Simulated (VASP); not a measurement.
# RPA total energies of CaO (Lime)

Aim: total energies of CaO (Lime) from exact exchange and RPA correlation, beside cheaper functionals. The scan starts from a database cell scaled to its smallest volume. The cell is of the rock-salt type. The start is a cell from a database of measured crystal structures.

Main program and level: VASP 6.6.1; RPA correlation on PBE orbitals; plane waves and PAW (Ca_sv_GW, O_GW), in the first sound run; inputs show where later runs differ.

Report form: inputs, costs, results and the conclusion, without the logs.

## Step 1: Starting point

Symmetry: Fm-3m, No. 225, cubic system. The conventional cell has a = 4.715 Å, b = 4.715 Å, c = 4.715 Å, α = 90.00°, β = 90.00°, γ = 90.00°. Nearest to Ca lie 6 O at 2.36 Å. Nearest to O lie 6 Ca at 2.36 Å. Farther neighbours, and contacts between anions beyond the nearest, are not listed.

Coordinates:

```xyz
2
Lattice="0.0000 2.3574 2.3574 2.3574 0.0000 2.3574 2.3574 2.3574 0.0000" Properties=species:S:1:pos:R:3 pbc="T T T"
Ca    0.0000    0.0000    0.0000
O     2.3574    2.3574    2.3574
```

## Step 2: Orbitals, volume ratio 0.94

RPA gives no stress here, so the energy is scanned over volumes, at one cutoff and mesh. Volumes are given as ratios to a reference cell, and this first cell is that cell scaled to 0.94. Each point starts from PBE orbitals, tightly converged.

The input, INCAR:

```
SYSTEM = CaO
PREC = Accurate
ENCUT = 560
EDIFF = 1E-08
NELM = 100
ISMEAR = 0
SIGMA = 0.05
LREAL = .FALSE.
ALGO = Normal
GGA = PE
NBANDS = 14
LORBIT = 11
LWAVE = .TRUE.
LCHARG = .FALSE.
KPAR = 8
```

The input, POSCAR:

```
CaO
1.0
    0.0000000000      2.3573739706      2.3573739706
    2.3573739706      0.0000000000      2.3573739706
    2.3573739706      2.3573739706      0.0000000000
Ca O
1 1
Direct
    0.0000000000      0.0000000000      0.0000000000
    0.5000000000      0.5000000000      0.5000000000
```

The input, KPOINTS:

```
Automatic mesh
0
Gamma
4 4 4
0 0 0
```

PAW data sets: Ca_sv_GW and O_GW (PBE family, release 64).

Command:

```bash
> mpirun -np 8 vasp_std
```

The job ended after 6.4 s (8 MPI ranks of Intel Xeon Platinum 8488C (Sapphire Rapids), shared host; peak memory 1.3 GiB).

The gap is read on the k-mesh alone, so it is an upper bound where the band edges lie off the mesh.

A gap read on the k-mesh alone can miss the band edges.

Read from the output:

```
free energy (TOTEN)            : -17.73 eV
Fermi energy                   : 5.440 eV
pressure                       : 8.585 GPa
gap on the k-mesh              : 3.630 eV
least direct gap on the k-mesh : 3.993 eV
```

## Step 3: Exact exchange, volume ratio 0.94

This step: Hartree-Fock energy on PBE orbitals; plane waves and PAW (Ca_sv_GW, O_GW) (VASP 6.6.1).

The Hartree-Fock energy is evaluated once on these orbitals (ALGO = Eigenval, NELM = 1), without letting them relax. It uses the mesh of the correlation step, since the long-wavelength errors of the two partly cancel, and the total energy is their sum.

The input, INCAR:

```
SYSTEM = CaO
PREC = Accurate
ENCUT = 560
ISMEAR = 0
SIGMA = 0.05
LREAL = .FALSE.
GGA = PE
NBANDS = 14
ALGO = Eigenval
NELM = 1
LHFCALC = .TRUE.
AEXX = 1
ALDAC = 0
AGGAC = 0
PRECFOCK = Normal
LWAVE = .FALSE.
LCHARG = .FALSE.
```

POSCAR is that of step 2.

KPOINTS is that of step 2.

The run starts from files that an earlier step left in the folder.

Command:

```bash
> mpirun -np 8 vasp_std
```

Elapsed: 9 s, on 8 MPI ranks; peak memory 0.84 GiB.

The k-mesh is coarse for unscreened exact exchange, which converges slowly with it.

Numbers from this step:

```yaml
free_energy_toten: -32.09 eV
```

The Hartree-Fock energy on these orbitals is -16.0463 eV an atom.

## Step 4: Empty bands, volume ratio 0.94

This step: PBE; plane waves and PAW (Ca_sv_GW, O_GW) (VASP 6.6.1).

The next step needs empty bands that the ground-state run didn't converge, so the Hamiltonian is diagonalised in full, in a single step. LOPTICS writes the k-derivatives of the orbitals (WAVEDER), which give the long-wavelength limit of the screening.

The input, INCAR:

```
SYSTEM = CaO
PREC = Accurate
ENCUT = 560
ISMEAR = 0
SIGMA = 0.05
LREAL = .FALSE.
GGA = PE
NBANDS = 816
ALGO = Exact
NELM = 1
LWAVE = .TRUE.
LCHARG = .FALSE.
LOPTICS = .TRUE.
NEDOS = 1000
CSHIFT = 0.1
```

POSCAR is that of step 3.

KPOINTS is that of step 3.

Command:

```bash
> mpirun -np 8 vasp_std
```

Wall time 7.8 s (8 MPI ranks); peak memory 1.1 GiB; 30 s of CPU time.

WAVECAR now holds 816 bands for 16 electrons.

## Step 5: RPA correlation, volume ratio 0.94

This step: RPA correlation on PBE orbitals; plane waves and PAW (Ca_sv_GW, O_GW) (VASP 6.6.1).

The RPA correlation energy follows from the response function on imaginary frequencies; VASP computes it for a row of response cutoffs and extrapolates.

The input, INCAR:

```
SYSTEM = CaO
PREC = Accurate
ENCUT = 560
ISMEAR = 0
SIGMA = 0.05
LREAL = .FALSE.
GGA = PE
NBANDS = 816
ALGO = ACFDT
ENCUTGW = 200
NOMEGA = 12
PRECFOCK = Fast
LWAVE = .FALSE.
LCHARG = .FALSE.
```

POSCAR is that of step 4.

KPOINTS is that of step 4.

Command:

```bash
> mpirun -np 8 vasp_std
```

The job ended after 74 s (8 MPI ranks; peak memory 1.9 GiB; 9.3 min of CPU time).

Read from the output:

```
RPA correlation energy : -23.59 eV
```

The correlation energy is -11.797 eV an atom. With exact exchange the total is -27.8429 eV an atom.

## Step 6: Comparison: r2SCAN, volume ratio 0.94

This step: r2SCAN; plane waves and PAW (Ca_sv_GW, O_GW) (VASP 6.6.1).

For comparison the same cell is computed with r2SCAN.

The input, INCAR:

```
SYSTEM = CaO
PREC = Accurate
ENCUT = 560
EDIFF = 1E-06
NELM = 100
ISMEAR = 0
SIGMA = 0.05
LREAL = .FALSE.
ALGO = Normal
METAGGA = R2SCAN
LASPH = .TRUE.
NBANDS = 14
LWAVE = .FALSE.
LCHARG = .FALSE.
KPAR = 8
```

POSCAR is that of step 5.

KPOINTS is that of step 5.

Command:

```bash
> mpirun -np 8 vasp_std
```

Run time: 11 s. Hardware: 8 MPI ranks; peak memory 1.2 GiB.

The PAW data sets were made with PBE, which is usual practice but a small mismatch for other functionals.

Read from the output:

```yaml
free_energy_toten: -24.44 eV
fermi_energy: 5.096 eV
pressure: 6.161 GPa
gap_on_the_k_mesh: 4.186 eV
least_direct_gap_on_the_k_mesh: 4.552 eV
```

Its energy is -12.2185 eV an atom, on a zero of its own.

## Step 7: Orbitals for comparison: HSE06, volume ratio 0.94

This step: PBE; plane waves and PAW (Ca_sv_GW, O_GW) (VASP 6.6.1).

A hybrid converges faster from good orbitals, so a cheap PBE run writes WAVECAR first.

The input, INCAR:

```
SYSTEM = CaO
PREC = Accurate
ENCUT = 560
EDIFF = 1E-05
NELM = 100
ISMEAR = 0
SIGMA = 0.05
LREAL = .FALSE.
ALGO = Normal
GGA = PE
NBANDS = 14
LORBIT = 11
LWAVE = .TRUE.
LCHARG = .FALSE.
KPAR = 8
```

POSCAR is that of step 6.

KPOINTS is that of step 6.

Command:

```bash
> mpirun -np 8 vasp_std
```

The job ended after 6.2 s (8 MPI ranks; peak memory 1.2 GiB; 15 s of CPU time).

Numbers from this step:

```yaml
free_energy_toten: -17.73 eV
fermi_energy: 5.440 eV
pressure: 8.610 GPa
gap_on_the_k_mesh: 3.629 eV
least_direct_gap_on_the_k_mesh: 3.992 eV
```

The run ends at a pressure of 8.61 GPa.

## Step 8: Comparison: HSE06, volume ratio 0.94

This step: HSE06; plane waves and PAW (Ca_sv_GW, O_GW) (VASP 6.6.1).

For comparison the same cell is computed with HSE06.

The input, INCAR:

```
SYSTEM = CaO
PREC = Accurate
ENCUT = 560
EDIFF = 1E-06
NELM = 100
ISMEAR = 0
SIGMA = 0.05
LREAL = .FALSE.
ALGO = Normal
LHFCALC = .TRUE.
AEXX = 0.25
GGA = PE
HFSCREEN = 0.2
LASPH = .TRUE.
NBANDS = 14
PRECFOCK = Fast
LWAVE = .FALSE.
LCHARG = .FALSE.
KPAR = 8
```

POSCAR is that of step 7.

KPOINTS is that of step 7.

The WAVECAR or CHGCAR of an earlier step is read.

Command:

```bash
> mpirun -np 8 vasp_std
```

Elapsed: 16 s, on 8 MPI ranks; peak memory 1.8 GiB.

The k-mesh is coarse for exact exchange; levels may shift by about 0.1 eV on a finer one.

This step gave:

| Quantity | Value |
| --- | --- |
| free energy (TOTEN) | -20.81 eV |
| Fermi energy | 4.287 eV |
| gap on the k-mesh | 5.342 eV |
| least direct gap on the k-mesh | 5.753 eV |

Its energy is -10.4058 eV an atom, on a zero of its own.

## Step 9: Orbitals, volume ratio 0.97

This step: PBE; plane waves and PAW (Ca_sv_GW, O_GW) (VASP 6.6.1).

The same chain follows at a volume ratio of 0.97.

The input, INCAR:

```
SYSTEM = CaO
PREC = Accurate
ENCUT = 560
EDIFF = 1E-08
NELM = 100
ISMEAR = 0
SIGMA = 0.05
LREAL = .FALSE.
ALGO = Normal
GGA = PE
NBANDS = 14
LORBIT = 11
LWAVE = .TRUE.
LCHARG = .FALSE.
KPAR = 8
```

The input, POSCAR:

```
CaO
1.0
    0.0000000000      2.3821902571      2.3821902571
    2.3821902571      0.0000000000      2.3821902571
    2.3821902571      2.3821902571      0.0000000000
Ca O
1 1
Direct
    0.0000000000      0.0000000000      0.0000000000
    0.5000000000      0.5000000000      0.5000000000
```

KPOINTS is that of step 8.

Command:

```bash
> mpirun -np 8 vasp_std
```

Run time: 7.4 s. Hardware: 8 MPI ranks; peak memory 1.3 GiB.

The run ends at a pressure of 4.38 GPa.

## Step 10: Exact exchange, volume ratio 0.97

This step: Hartree-Fock energy on PBE orbitals; plane waves and PAW (Ca_sv_GW, O_GW) (VASP 6.6.1).

Exact exchange at this point.

The input, INCAR:

```
SYSTEM = CaO
PREC = Accurate
ENCUT = 560
ISMEAR = 0
SIGMA = 0.05
LREAL = .FALSE.
GGA = PE
NBANDS = 14
ALGO = Eigenval
NELM = 1
LHFCALC = .TRUE.
AEXX = 1
ALDAC = 0
AGGAC = 0
PRECFOCK = Normal
LWAVE = .FALSE.
LCHARG = .FALSE.
```

POSCAR is that of step 9.

KPOINTS is that of step 9.

The run starts from files that an earlier step left in the folder.

Command:

```bash
> mpirun -np 8 vasp_std
```

The job ended after 9 s (8 MPI ranks; peak memory 0.88 GiB; 36 s of CPU time).

The Hartree-Fock energy on these orbitals is -16.0706 eV an atom.

## Step 11: Empty bands, volume ratio 0.97

This step: PBE; plane waves and PAW (Ca_sv_GW, O_GW) (VASP 6.6.1).

The empty bands are made again, for the run that follows.

The input, INCAR:

```
SYSTEM = CaO
PREC = Accurate
ENCUT = 560
ISMEAR = 0
SIGMA = 0.05
LREAL = .FALSE.
GGA = PE
NBANDS = 864
ALGO = Exact
NELM = 1
LWAVE = .TRUE.
LCHARG = .FALSE.
LOPTICS = .TRUE.
NEDOS = 1000
CSHIFT = 0.1
```

POSCAR is that of step 10.

KPOINTS is that of step 10.

Command:

```bash
> mpirun -np 8 vasp_std
```

It took 9.4 s on 8 MPI ranks; peak memory 1.1 GiB.

WAVECAR now holds 864 bands for 16 electrons.

## Step 12: RPA correlation, volume ratio 0.97

This step: RPA correlation on PBE orbitals; plane waves and PAW (Ca_sv_GW, O_GW) (VASP 6.6.1).

RPA correlation at this point.

The input, INCAR:

```
SYSTEM = CaO
PREC = Accurate
ENCUT = 560
ISMEAR = 0
SIGMA = 0.05
LREAL = .FALSE.
GGA = PE
NBANDS = 864
ALGO = ACFDT
ENCUTGW = 200
NOMEGA = 12
PRECFOCK = Fast
LWAVE = .FALSE.
LCHARG = .FALSE.
```

POSCAR is that of step 11.

KPOINTS is that of step 11.

Command:

```bash
> mpirun -np 8 vasp_std
```

It took 69 s on 8 MPI ranks; peak memory 1.9 GiB.

The correlation energy is -11.788 eV an atom, +8 meV against the point before. With exact exchange the total is -27.8589 eV an atom.

## Step 13: Comparison: r2SCAN, volume ratio 0.97

This step: r2SCAN; plane waves and PAW (Ca_sv_GW, O_GW) (VASP 6.6.1).

The comparison at this point.

The input, INCAR:

```
SYSTEM = CaO
PREC = Accurate
ENCUT = 560
EDIFF = 1E-06
NELM = 100
ISMEAR = 0
SIGMA = 0.05
LREAL = .FALSE.
ALGO = Normal
METAGGA = R2SCAN
LASPH = .TRUE.
NBANDS = 14
LWAVE = .FALSE.
LCHARG = .FALSE.
KPAR = 8
```

POSCAR is that of step 12.

KPOINTS is that of step 12.

Command:

```bash
> mpirun -np 8 vasp_std
```

Wall time 13 s (8 MPI ranks); peak memory 1.2 GiB; 70 s of CPU time.

Its energy is -12.2291 eV an atom, on a zero of its own.

## Step 14: Orbitals for comparison: HSE06, volume ratio 0.97

This step: PBE; plane waves and PAW (Ca_sv_GW, O_GW) (VASP 6.6.1).

Starting orbitals, as before.

The input, INCAR:

```
SYSTEM = CaO
PREC = Accurate
ENCUT = 560
EDIFF = 1E-05
NELM = 100
ISMEAR = 0
SIGMA = 0.05
LREAL = .FALSE.
ALGO = Normal
GGA = PE
NBANDS = 14
LORBIT = 11
LWAVE = .TRUE.
LCHARG = .FALSE.
KPAR = 8
```

POSCAR is that of step 13.

KPOINTS is that of step 13.

Command:

```bash
> mpirun -np 8 vasp_std
```

It took 6.8 s on 8 MPI ranks; peak memory 1.2 GiB; 20 s of CPU time.

The run ends at a pressure of 4.47 GPa.

## Step 15: Comparison: HSE06, volume ratio 0.97

This step: HSE06; plane waves and PAW (Ca_sv_GW, O_GW) (VASP 6.6.1).

The input, INCAR:

```
SYSTEM = CaO
PREC = Accurate
ENCUT = 560
EDIFF = 1E-06
NELM = 100
ISMEAR = 0
SIGMA = 0.05
LREAL = .FALSE.
ALGO = Normal
LHFCALC = .TRUE.
AEXX = 0.25
GGA = PE
HFSCREEN = 0.2
LASPH = .TRUE.
NBANDS = 14
PRECFOCK = Fast
LWAVE = .FALSE.
LCHARG = .FALSE.
KPAR = 8
```

POSCAR is that of step 14.

KPOINTS is that of step 14.

The run starts from files that an earlier step left in the folder.

Command:

```bash
> mpirun -np 8 vasp_std
```

Wall time 18 s (8 MPI ranks); peak memory 1.9 GiB.

Its energy is -10.4169 eV an atom, on a zero of its own.

## Step 16: Orbitals, volume ratio 1

This step: PBE; plane waves and PAW (Ca_sv_GW, O_GW) (VASP 6.6.1).

The same chain follows at a volume ratio of 1.

The input, INCAR:

```
SYSTEM = CaO
PREC = Accurate
ENCUT = 560
EDIFF = 1E-08
NELM = 100
ISMEAR = 0
SIGMA = 0.05
LREAL = .FALSE.
ALGO = Normal
GGA = PE
NBANDS = 14
LORBIT = 11
LWAVE = .TRUE.
LCHARG = .FALSE.
KPAR = 8
```

The input, POSCAR:

```
CaO
1.0
    0.0000000000      2.4065000000      2.4065000000
    2.4065000000      0.0000000000      2.4065000000
    2.4065000000      2.4065000000      0.0000000000
Ca O
1 1
Direct
    0.0000000000      0.0000000000      0.0000000000
    0.5000000000      0.5000000000      0.5000000000
```

KPOINTS is that of step 15.

Command:

```bash
> mpirun -np 8 vasp_std
```

It took 8.2 s on 8 MPI ranks; peak memory 1.2 GiB.

The run ends at a pressure of 0.82 GPa.

## Step 17: Exact exchange, volume ratio 1

This step: Hartree-Fock energy on PBE orbitals; plane waves and PAW (Ca_sv_GW, O_GW) (VASP 6.6.1).

The input, INCAR:

```
SYSTEM = CaO
PREC = Accurate
ENCUT = 560
ISMEAR = 0
SIGMA = 0.05
LREAL = .FALSE.
GGA = PE
NBANDS = 14
ALGO = Eigenval
NELM = 1
LHFCALC = .TRUE.
AEXX = 1
ALDAC = 0
AGGAC = 0
PRECFOCK = Normal
LWAVE = .FALSE.
LCHARG = .FALSE.
```

POSCAR is that of step 16.

KPOINTS is that of step 16.

The WAVECAR or CHGCAR of an earlier step is read.

Command:

```bash
> mpirun -np 8 vasp_std
```

Run time: 11 s. Hardware: 8 MPI ranks; peak memory 0.85 GiB; 54 s of CPU time.

The Hartree-Fock energy on these orbitals is -16.0830 eV an atom.

## Step 18: Empty bands, volume ratio 1

This step: PBE; plane waves and PAW (Ca_sv_GW, O_GW) (VASP 6.6.1).

The input, INCAR:

```
SYSTEM = CaO
PREC = Accurate
ENCUT = 560
ISMEAR = 0
SIGMA = 0.05
LREAL = .FALSE.
GGA = PE
NBANDS = 864
ALGO = Exact
NELM = 1
LWAVE = .TRUE.
LCHARG = .FALSE.
LOPTICS = .TRUE.
NEDOS = 1000
CSHIFT = 0.1
```

POSCAR is that of step 17.

KPOINTS is that of step 17.

Command:

```bash
> mpirun -np 8 vasp_std
```

The job ended after 9.2 s (8 MPI ranks; peak memory 1.1 GiB).

## Step 19: RPA correlation, volume ratio 1

This step: RPA correlation on PBE orbitals; plane waves and PAW (Ca_sv_GW, O_GW) (VASP 6.6.1).

The input, INCAR:

```
SYSTEM = CaO
PREC = Accurate
ENCUT = 560
ISMEAR = 0
SIGMA = 0.05
LREAL = .FALSE.
GGA = PE
NBANDS = 864
ALGO = ACFDT
ENCUTGW = 200
NOMEGA = 12
PRECFOCK = Fast
LWAVE = .FALSE.
LCHARG = .FALSE.
```

POSCAR is that of step 18.

KPOINTS is that of step 18.

Command:

```bash
> mpirun -np 8 vasp_std
```

Elapsed: 66 s, on 8 MPI ranks; peak memory 1.9 GiB; 8.2 min of CPU time.

The correlation energy is -11.781 eV an atom, +7 meV against the point before. With exact exchange the total is -27.8644 eV an atom.

## Step 20: Comparison: r2SCAN, volume ratio 1

This step: r2SCAN; plane waves and PAW (Ca_sv_GW, O_GW) (VASP 6.6.1).

The input, INCAR:

```
SYSTEM = CaO
PREC = Accurate
ENCUT = 560
EDIFF = 1E-06
NELM = 100
ISMEAR = 0
SIGMA = 0.05
LREAL = .FALSE.
ALGO = Normal
METAGGA = R2SCAN
LASPH = .TRUE.
NBANDS = 14
LWAVE = .FALSE.
LCHARG = .FALSE.
KPAR = 8
```

POSCAR is that of step 19.

KPOINTS is that of step 19.

Command:

```bash
> mpirun -np 8 vasp_std
```

Wall time 12 s (8 MPI ranks); peak memory 1.2 GiB.

Its energy is -12.2299 eV an atom, on a zero of its own.

## Step 21: Orbitals for comparison: HSE06, volume ratio 1

This step: PBE; plane waves and PAW (Ca_sv_GW, O_GW) (VASP 6.6.1).

The input, INCAR:

```
SYSTEM = CaO
PREC = Accurate
ENCUT = 560
EDIFF = 1E-05
NELM = 100
ISMEAR = 0
SIGMA = 0.05
LREAL = .FALSE.
ALGO = Normal
GGA = PE
NBANDS = 14
LORBIT = 11
LWAVE = .TRUE.
LCHARG = .FALSE.
KPAR = 8
```

POSCAR is that of step 20.

KPOINTS is that of step 20.

Command:

```bash
> mpirun -np 8 vasp_std
```

Wall time 6.4 s (8 MPI ranks); peak memory 1.2 GiB.

The run ends at a pressure of 0.85 GPa.

## Step 22: Comparison: HSE06, volume ratio 1

This step: HSE06; plane waves and PAW (Ca_sv_GW, O_GW) (VASP 6.6.1).

The input, INCAR:

```
SYSTEM = CaO
PREC = Accurate
ENCUT = 560
EDIFF = 1E-06
NELM = 100
ISMEAR = 0
SIGMA = 0.05
LREAL = .FALSE.
ALGO = Normal
LHFCALC = .TRUE.
AEXX = 0.25
GGA = PE
HFSCREEN = 0.2
LASPH = .TRUE.
NBANDS = 14
PRECFOCK = Fast
LWAVE = .FALSE.
LCHARG = .FALSE.
KPAR = 8
```

POSCAR is that of step 21.

KPOINTS is that of step 21.

The WAVECAR or CHGCAR of an earlier step is read.

Command:

```bash
> mpirun -np 8 vasp_std
```

Elapsed: 17 s, on 8 MPI ranks; peak memory 1.9 GiB.

Its energy is -10.4177 eV an atom, on a zero of its own.

## Step 23: Orbitals, volume ratio 1.03

This step: PBE; plane waves and PAW (Ca_sv_GW, O_GW) (VASP 6.6.1).

The same chain follows at a volume ratio of 1.03.

The input, INCAR:

```
SYSTEM = CaO
PREC = Accurate
ENCUT = 560
EDIFF = 1E-08
NELM = 100
ISMEAR = 0
SIGMA = 0.05
LREAL = .FALSE.
ALGO = Normal
GGA = PE
NBANDS = 14
LORBIT = 11
LWAVE = .TRUE.
LCHARG = .FALSE.
KPAR = 8
```

The input, POSCAR:

```
CaO
1.0
    0.0000000000      2.4303282823      2.4303282823
    2.4303282823      0.0000000000      2.4303282823
    2.4303282823      2.4303282823      0.0000000000
Ca O
1 1
Direct
    0.0000000000      0.0000000000      0.0000000000
    0.5000000000      0.5000000000      0.5000000000
```

KPOINTS is that of step 22.

Command:

```bash
> mpirun -np 8 vasp_std
```

Wall time 4.4 s (8 MPI ranks); peak memory 1.2 GiB; 15 s of CPU time.

The run ends at a pressure of -2.22 GPa.

## Step 24: Exact exchange, volume ratio 1.03

This step: Hartree-Fock energy on PBE orbitals; plane waves and PAW (Ca_sv_GW, O_GW) (VASP 6.6.1).

The input, INCAR:

```
SYSTEM = CaO
PREC = Accurate
ENCUT = 560
ISMEAR = 0
SIGMA = 0.05
LREAL = .FALSE.
GGA = PE
NBANDS = 14
ALGO = Eigenval
NELM = 1
LHFCALC = .TRUE.
AEXX = 1
ALDAC = 0
AGGAC = 0
PRECFOCK = Normal
LWAVE = .FALSE.
LCHARG = .FALSE.
```

POSCAR is that of step 23.

KPOINTS is that of step 23.

The WAVECAR or CHGCAR of an earlier step is read.

Command:

```bash
> mpirun -np 8 vasp_std
```

Elapsed: 6 s, on 8 MPI ranks; peak memory 0.86 GiB; 30 s of CPU time.

The Hartree-Fock energy on these orbitals is -16.0850 eV an atom.

## Step 25: Empty bands, volume ratio 1.03

This step: PBE; plane waves and PAW (Ca_sv_GW, O_GW) (VASP 6.6.1).

The input, INCAR:

```
SYSTEM = CaO
PREC = Accurate
ENCUT = 560
ISMEAR = 0
SIGMA = 0.05
LREAL = .FALSE.
GGA = PE
NBANDS = 872
ALGO = Exact
NELM = 1
LWAVE = .TRUE.
LCHARG = .FALSE.
LOPTICS = .TRUE.
NEDOS = 1000
CSHIFT = 0.1
```

POSCAR is that of step 24.

KPOINTS is that of step 24.

Command:

```bash
> mpirun -np 8 vasp_std
```

It took 8.8 s on 8 MPI ranks; peak memory 1.2 GiB; 38 s of CPU time.

WAVECAR now holds 872 bands for 16 electrons.

## Step 26: RPA correlation, volume ratio 1.03

This step: RPA correlation on PBE orbitals; plane waves and PAW (Ca_sv_GW, O_GW) (VASP 6.6.1).

The input, INCAR:

```
SYSTEM = CaO
PREC = Accurate
ENCUT = 560
ISMEAR = 0
SIGMA = 0.05
LREAL = .FALSE.
GGA = PE
NBANDS = 872
ALGO = ACFDT
ENCUTGW = 200
NOMEGA = 12
PRECFOCK = Fast
LWAVE = .FALSE.
LCHARG = .FALSE.
```

POSCAR is that of step 25.

KPOINTS is that of step 25.

Command:

```bash
> mpirun -np 8 vasp_std
```

Wall time 69 s (8 MPI ranks); peak memory 2 GiB; 8.6 min of CPU time.

The correlation energy is -11.776 eV an atom, +6 meV against the point before. With exact exchange the total is -27.8608 eV an atom.

## Step 27: Comparison: r2SCAN, volume ratio 1.03

This step: r2SCAN; plane waves and PAW (Ca_sv_GW, O_GW) (VASP 6.6.1).

The input, INCAR:

```
SYSTEM = CaO
PREC = Accurate
ENCUT = 560
EDIFF = 1E-06
NELM = 100
ISMEAR = 0
SIGMA = 0.05
LREAL = .FALSE.
ALGO = Normal
METAGGA = R2SCAN
LASPH = .TRUE.
NBANDS = 14
LWAVE = .FALSE.
LCHARG = .FALSE.
KPAR = 8
```

POSCAR is that of step 26.

KPOINTS is that of step 26.

Command:

```bash
> mpirun -np 8 vasp_std
```

The job ended after 13 s (8 MPI ranks; peak memory 1.2 GiB; 72 s of CPU time).

Its energy is -12.2218 eV an atom, on a zero of its own.

[end of part 1 of 2]

[Long decimals in the printed logs are rounded to 6 places.]

[Lines on the potential files, build, host, timing and source positions are cut from VASP's logs without a mark.]

[Logs are printed without paths, hosts, clocks, repeated set-up lines and the standing remarks that a program may print on its own settings, such as how far it seeks lower states.]

[Hosts, paths, dates, database ids (printed as entryN), source tags and the programs' standing remarks are cut or masked in the printed files.]

[Measured values are set beside computed ones only where the two were judged alike; some that the calculation misses by far are left out.]

[Pressures printed for these runs are not shown converged in the cutoff: they can be off by several GPa and have the wrong sign.]
